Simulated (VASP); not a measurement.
Computed with PBEsol GGA, VASP's PBE PAW potentials (set 64) (plane waves; VASP).

VASP input:

File KPOINTS:
```
Automatic mesh
0
Gamma
4 4 4
0 0 0
```

INCAR:
```
SYSTEM = MnS
PREC = Accurate; ENCUT = 300; LREAL = .FALSE.
LASPH = .TRUE.
EDIFF = 1E-6; NELM = 100; ALGO = Normal
LMAXMIX = 4
ISMEAR = -1; SIGMA = 0.02
GGA = PS
MAGMOM = 5.0 -5.0 0.0 0.0
ISPIN = 2
ISIF = 2
LWAVE = .FALSE.; LCHARG = .FALSE.; LORBIT = 11
```

### POSCAR
```
MnS
1
    5.2685460000     2.6342730000     2.6342730000
    2.6342730000     5.2685460000     2.6342730000
    2.6342730000     2.6342730000     5.2685460000
Mn S
2 2
Direct
 -0.0084900000   0.0019110000   0.0019550000
  0.5089930000   0.4851340000   0.5125520000
  0.2559890000   0.2600280000   0.2343770000
  0.7435080000   0.7529260000   0.7511170000
```

POTCAR, in this order: Mn_pv S (PBE.64 set). Program: vasp_std.

At this cut-off the stress carries a Pulay error, which pulls relaxed volumes low.

### Question
Predict the energy per atom (σ→0), cell moment, pressure, largest force.

### Answer

```yaml
energy per atom (σ→0): -7.445 eV/atom
cell_moment: 0.00 μB
pressure: -9.02 GPa
largest_force: 0.223 eV/Å
```

**OSZICAR**
```
...
DAV:   8    -0.297895496539E+02   -0.21957E-02   -0.31348E-01  4637   0.535E+00    0.352E+00
DAV:   9    -0.297758138506E+02    0.13736E-01   -0.55970E-02  4438   0.243E+00    0.512E-01
DAV:  10    -0.297807634807E+02   -0.49496E-02   -0.55530E-03  3844   0.648E-01    0.258E-01
DAV:  11    -0.297810423353E+02   -0.27885E-03   -0.48981E-04  4038   0.159E-01    0.140E-01
DAV:  12    -0.297810939863E+02   -0.51651E-04   -0.11603E-04  3999   0.764E-02    0.695E-02
DAV:  13    -0.297811035435E+02   -0.95572E-05   -0.24733E-05  3837   0.497E-02    0.236E-02
DAV:  14    -0.297811043413E+02   -0.79786E-06   -0.83949E-06  4120   0.270E-02
   1 F= -.29781104E+02 E0= -.29781104E+02  d E =-.585800E-10  mag=     0.0000
```

The structure is a typed MnS crystal (Fm-3m). The cell was not relaxed at this level, atoms are displaced from their ideal sites. The k-mesh is coarse (spacing up to 0.49 per Å, 2π included), so the numbers may not be converged in it.
